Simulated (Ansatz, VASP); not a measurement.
# Ge (Germanium): VASP beside Ansatz, part 2 of 2

One calculation is typed for both programs; each brings its own data sets. How far apart do they land? The cell is taken from a series of runs on this material, whose earlier steps may have relaxed, scaled, displaced or heated it; both programs get it as it stands.

VASP 6.6.1 and Ansatz 0.2.0.

So far: Starting point; Ansatz: zone-centre phonons, PBEsol.

### 3. VASP: zone-centre phonons, PBEsol

Level of this step: PBEsol; plane waves and PAW (Ge_d) (VASP).

The same cell, functional, mesh and smearing now go to VASP, with its own data sets.

Lines of VASP's logs that name or quote its potential files are left out, and so is its time.

The input, INCAR:

```
SYSTEM = Ge
PREC = Accurate
ENCUT = 500
EDIFF = 1E-08
NELM = 120
ISMEAR = 1
SIGMA = 0.2
LREAL = .FALSE.
ALGO = Normal
GGA = PS
NBANDS = 20
LORBIT = 11
LWAVE = .FALSE.
LCHARG = .FALSE.
ISIF = 2
IBRION = 8
LASPH = .TRUE.
GGA_COMPAT = .FALSE.
KPAR = 2
```

The input, POSCAR:

```
Ge
1.0
   -0.0295445832      2.8106502982      2.8589958471
    2.8106502982     -0.0295445832      2.8589958471
    2.7811057150      2.7811057150      0.0000000000
Ge
2
Direct
    0.4985453385      0.4985453385      0.5014546615
    0.7514546615      0.7514546615      0.7485453385
```

The input, KPOINTS:

```
Automatic mesh
0
Gamma
16 16 16
0 0 0
```

PAW data sets: Ge_d (PBE family, release 64).

On the command line:

```console
$ mpirun -np 2 vasp_std
```

Numbers of over 12 decimals in the logs are rounded to 6 here.

Output:

```text
[banner, memory and clock lines left out]
running    2 mpi-ranks, on    1 nodes
 distrk:  each k-point on    1 cores,    2 groups
 distr:  one band on    1 cores,    1 groups

 POSCAR found type information on POSCAR Ge
 POSCAR found :  1 types and       2 ions
|                                                                             |
|               ----> ADVICE to this user running VASP <----                  |
|                                                                             |
|     You enforced a specific xc type in the INCAR file but a different       |
|     [... a line on the potential file left out ...]
|     I HOPE YOU KNOW WHAT YOU ARE DOING!                                     |
|                                                                             |

 LDA part: xc-table for (Slater+PW92), standard interpolation
 POSCAR, INCAR and KPOINTS ok, starting setup
 FFT: planning ... GRIDC
 FFT: planning ... GRID_SOFT
 FFT: planning ... GRID
 WAVECAR not read
 entering main loop
       N       E                     dE             d eps       ncg     rms          rms(c)
DAV:   1     0.182359659758E+03    0.18236E+03   -0.14588E+04 26640   0.374E+03
DAV:   2     0.154579185549E+02   -0.16690E+03   -0.16248E+03 24892   0.586E+02
DAV:   3    -0.921980710651E+01   -0.24678E+02   -0.24517E+02 27976   0.144E+02
DAV:   4    -0.100077189461E+02   -0.78791E+00   -0.78737E+00 28060   0.304E+01
DAV:   5    -0.100207272521E+02   -0.13008E-01   -0.13008E-01 27728   0.425E+00    0.327E+00
DAV:   6    -0.991605667562E+01    0.10467E+00   -0.37406E-02 32552   0.239E+00    0.186E+00
DAV:   7    -0.986628884682E+01    0.49768E-01   -0.62585E-02 26224   0.254E+00    0.157E-01
DAV:   8    -0.986729014789E+01   -0.10013E-02   -0.69782E-03 28276   0.119E+00    0.523E-02
DAV:   9    -0.986739958635E+01   -0.10944E-03   -0.23958E-04 28088   0.214E-01    0.104E-02
DAV:  10    -0.986741145276E+01   -0.11866E-04   -0.19050E-05 31084   0.387E-02    0.534E-03
DAV:  11    -0.986741248177E+01   -0.10290E-05   -0.38370E-06 32964   0.263E-02    0.127E-03
DAV:  12    -0.986741224553E+01    0.23623E-06   -0.67779E-07 33252   0.151E-02    0.568E-04
DAV:  13    -0.986741227712E+01   -0.31581E-07   -0.49031E-08 31760   0.327E-03    0.196E-04
DAV:  14    -0.986741225672E+01    0.20397E-07   -0.70256E-09 17372   0.166E-03    0.633E-05
DAV:  15    -0.986741224575E+01    0.10966E-07   -0.16576E-09 14708   0.392E-04    0.201E-05
DAV:  16    -0.986741224502E+01    0.73396E-09   -0.18274E-10 13952   0.177E-04
   1 F= -.98674122E+01 E0= -.98674699E+01  d E =0.172984E-03
 Linear response reoptimize wavefunctions to high precision
DAV:   1    -0.986741224485E+01    0.17099E-09   -0.65008E-11 14444   0.119E-04
DAV:   2    -0.986741224484E+01    0.10914E-10   -0.12766E-11 13620   0.465E-05
 Linear response DOF=           2
 Linear response progress:
  Degree of freedom:   1/  2
       N       E                     dE             d eps       ncg     rms          rms(c)
RMM:   1    -0.186591342237E+00   -0.18659E+00    0.84384E+00100063   0.451E+01
RMM:   2    -0.193789886385E+00   -0.71985E-02   -0.13123E-02132619   0.109E+00    0.739E-02
RMM:   3    -0.193821634469E+00   -0.31748E-04   -0.93758E-04140794   0.315E-01    0.428E-02
RMM:   4    -0.193729149083E+00    0.92485E-04   -0.60021E-05150451   0.798E-02    0.463E-03
RMM:   5    -0.193730911781E+00   -0.17627E-05   -0.38761E-06144537   0.174E-02    0.241E-03
RMM:   6    -0.193737343497E+00   -0.64317E-05   -0.30048E-07147571   0.490E-03    0.313E-04
RMM:   7    -0.193736333125E+00    0.10104E-05   -0.17198E-07151095   0.148E-03    0.188E-04
RMM:   8    -0.193735130628E+00    0.12025E-05   -0.69701E-08153521   0.537E-04    0.402E-05
RMM:   9    -0.193735055210E+00    0.75419E-07   -0.41332E-08154581   0.215E-04    0.191E-05
RMM:  10    -0.193735190026E+00   -0.13482E-06   -0.52464E-08155956   0.922E-05    0.540E-06
RMM:  11    -0.193735219527E+00   -0.29501E-07   -0.21110E-08156512   0.464E-05    0.268E-06
RMM:  12    -0.193735238053E+00   -0.18526E-07   -0.32546E-08147655   0.273E-05    0.169E-06
RMM:  13    -0.193735253383E+00   -0.15330E-07   -0.46044E-09136230   0.193E-05    0.312E-07
RMM:  14    -0.193735255609E+00   -0.22255E-08   -0.50868E-09106279   0.151E-05    0.730E-08
 first order change of Fermi-energy   0.27686E-04
 force on displaced ion       1 direction 1 : -11.152  -0.059   0.000
 Linear response progress:
  Degree of freedom:   2/  2
       N       E                     dE             d eps       ncg     rms          rms(c)
RMM:   1    -0.186732056592E+00   -0.18673E+00    0.83192E+00 30080   0.448E+01
RMM:   2    -0.193948897277E+00   -0.72168E-02   -0.13452E-02 40317   0.110E+00    0.753E-02
RMM:   3    -0.193984323350E+00   -0.35426E-04   -0.93417E-04 42799   0.314E-01    0.436E-02
RMM:   4    -0.193903491257E+00    0.80832E-04   -0.59755E-05 45603   0.790E-02    0.452E-03
RMM:   5    -0.193904339679E+00   -0.84842E-06   -0.30782E-06 43764   0.172E-02    0.236E-03
RMM:   6    -0.193909340743E+00   -0.50011E-05   -0.20043E-07 44434   0.478E-03    0.318E-04
RMM:   7    -0.193908418626E+00    0.92212E-06   -0.15608E-08 45605   0.145E-03    0.173E-04
RMM:   8    -0.193907294358E+00    0.11243E-05    0.45586E-10 46052   0.527E-04    0.419E-05
RMM:   9    -0.193907188943E+00    0.10542E-06    0.88534E-10 43780   0.223E-04    0.179E-05
RMM:  10    -0.193907324310E+00   -0.13537E-06   -0.61168E-09 46392   0.962E-05    0.639E-06
RMM:  11    -0.193907360308E+00   -0.35998E-07   -0.14020E-08 47492   0.472E-05    0.275E-06
RMM:  12    -0.193907392265E+00   -0.31957E-07   -0.89300E-09 46372   0.279E-05    0.677E-07
RMM:  13    -0.193907391469E+00    0.79529E-09    0.13522E-10 32492   0.191E-05    0.447E-07
 first order change of Fermi-energy  -0.10357E+01
 force on displaced ion       1 direction 3 :  -0.000  -0.000 -11.068
 Linear response finished
```

OUTCAR, selected parts (step 3):

```text
ion  position               nearest neighbor table
   1  0.499  0.499  0.501-   2 2.44   2 2.44   2 2.46   2 2.46
   2  0.751  0.751  0.749-   1 2.44   1 2.44   1 2.46   1 2.46

  LATTYP: Found a body centered orthorhombic cell.
 ALAT       =     3.9330774205
 B/A-ratio  =     1.0212466452
 C/A-ratio  =     1.4538212913

 Subroutine GETGRP returns: Found  8 space group operations
 (whereof  4 operations were pure point group operations)

The static configuration has the point symmetry C_2v.
 The point group associated with its full space group is D_2h.

 Found    621 irreducible k-points:

   k-points           NKPTS =    621   k-points in BZ     NKDIM =    621   number of bands    NBANDS=     20

   dimension x,y,z NGX =    30 NGY =   30 NGZ =   30
   dimension x,y,z NGXF=    60 NGYF=   60 NGZF=   60

   ENCUT  =  500.0 eV  36.75 Ry    6.06 a.u.   7.31  7.31  7.17*2*pi/ulx,y,z

   NELECT =      28.0000    total number of electrons

 k-points in reciprocal lattice and weights: Automatic mesh
   0.00000000  0.00000000  0.00000000       0.000
   0.06250000  0.00000000  0.00000000       0.001
   0.12500000  0.00000000  0.00000000       0.001
   0.18750000  0.00000000  0.00000000       0.001
   0.25000000  0.00000000  0.00000000       0.001
   0.31250000  0.00000000  0.00000000       0.001
   0.37500000  0.00000000  0.00000000       0.001
   0.43750000  0.00000000  0.00000000       0.001
   0.50000000  0.00000000  0.00000000       0.000
[...]
0.25000000  0.25000000  0.50000000       0.000
  -0.25000000  0.25000000  0.50000000       0.000

 average (electrostatic) potential at core
       1 -74.1430       2 -74.1430

  Total        0.3189622      0.3189622     -0.0405678      0.3579189      0.0000000      0.0000000
  in kB       11.3146389     11.3146389     -1.4390748     12.6965585      0.0000000      0.0000000
  external PRESSURE =       7.0634010 kB  Pullay stress =       0.0000000 kB

  energy-cutoff  :      500.00
  volume of cell :       45.17
      direct lattice vectors                 reciprocal lattice vectors
    -0.029544583  2.810650298  2.858995847    -0.176044258  0.176044258  0.174886578
     2.810650298 -0.029544583  2.858995847     0.176044258 -0.176044258  0.174886578
     2.781105715  2.781105715  0.000000000     0.179784608  0.179784608 -0.174886578

 POSITION                                       TOTAL-FORCE (eV/Angst)
 -----------------------------------------------------------------------------------
      2.78111      2.78111      2.85068         0.000000      0.000000      0.000405
      4.17166      4.17166      4.29681        -0.000000     -0.000000     -0.000405
 -----------------------------------------------------------------------------------
    total drift:                               -0.000000     -0.000000      0.000000

 Eigenvectors and eigenvalues of the dynamical matrix
 ----------------------------------------------------

   1 f  =    8.687505 THz    54.585207 2PiTHz  289.783990 cm-1    35.928620 meV
             X         Y         Z           dx          dy          dz
      2.781106  2.781106  2.850678    -0.500000   -0.500000    0.000000
      4.171659  4.171659  4.296812     0.500000    0.500000   -0.000000

   2 f  =    8.641540 THz    54.296396 2PiTHz  288.250742 cm-1    35.738521 meV
             X         Y         Z           dx          dy          dz
      2.781106  2.781106  2.850678     0.500000   -0.500000   -0.000000
      4.171659  4.171659  4.296812    -0.500000    0.500000    0.000000

   3 f  =    8.631901 THz    54.235832 2PiTHz  287.929217 cm-1    35.698657 meV
             X         Y         Z           dx          dy          dz
      2.781106  2.781106  2.850678     0.000000    0.000000    0.707107
      4.171659  4.171659  4.296812    -0.000000   -0.000000   -0.707107

   4 f/i=    0.000000 THz     0.000000 2PiTHz    0.000001 cm-1     0.000000 meV
             X         Y         Z           dx          dy          dz
      2.781106  2.781106  2.850678     0.704167   -0.060197    0.022904
      4.171659  4.171659  4.296812     0.704167   -0.060197    0.022904

   5 f/i=    0.000000 THz     0.000000 2PiTHz    0.000002 cm-1     0.000000 meV
             X         Y         Z           dx          dy          dz
      2.781106  2.781106  2.850678     0.064236    0.638069   -0.297896
      4.171659  4.171659  4.296812     0.064236    0.638069   -0.297896

   6 f/i=    0.000000 THz     0.000001 2PiTHz    0.000005 cm-1     0.000001 meV
             X         Y         Z           dx          dy          dz
      2.781106  2.781106  2.850678     0.004692    0.298739    0.640885
      4.171659  4.171659  4.296812     0.004692    0.298739    0.640885

 ELASTIC MODULI CONTR FROM IONIC RELAXATION (kBar)
 Direction    XX          YY          ZZ          XY          YZ          ZX
 --------------------------------------------------------------------------------
 XX          -0.1679     -0.1679     -0.3268     -6.2320     -0.0000     -0.0000
 YY          -0.1679     -0.1679     -0.3268     -6.2320     -0.0000     -0.0000
 ZZ          -0.3268     -0.3268     -0.6360    -12.1286     -0.0000     -0.0000
 XY          -6.2320     -6.2320    -12.1286   -231.3047     -0.0000     -0.0000
 YZ          -0.0000     -0.0000     -0.0000     -0.0000   -231.1008    -31.0467
 ZX          -0.0000     -0.0000     -0.0000     -0.0000    -31.0467   -219.3238
 --------------------------------------------------------------------------------
```

### 4. Comparison

Known differences besides the potentials themselves: the cutoff is 420 eV in Ansatz and 500 eV in VASP; Ansatz makes its cores anew for this functional, VASP keeps those of its PBE data sets. Total energies have different zeros and are not compared.

Both answers:

```tsv
quantity	Ansatz	VASP	difference
optical mode 1 (cm⁻¹)	287.8	287.9	-0.05 %
optical mode 2 (cm⁻¹)	287.9	288.3	-0.13 %
optical mode 3 (cm⁻¹)	289.0	289.8	-0.28 %
```

Modes are paired by rising frequency, not by their patterns, so a pair may set unlike modes beside each other; they are those without the splitting of longitudinal modes.

### 5. What came out

* r.m.s. difference of the optical zone-centre modes, each program's sorted by frequency (zone-centre phonons, PBEsol): 0.53 cm⁻¹

The r.m.s. difference of the optical zone-centre modes, each program's sorted by frequency is 0.53 cm⁻¹ (zone-centre phonons, PBEsol). How closely two codes agree says nothing of how well the functional describes the real material.

[Lines on the potential files, build, host, timing and source positions are cut from VASP's logs without a mark.]

[Logs are printed without paths, hosts, clocks, repeated set-up lines and the standing remarks that a program may print on its own settings, such as how far it seeks lower states.]

[Hosts, paths, dates, database ids (printed as entryN), source tags and the programs' standing remarks are cut or masked in the printed files.]
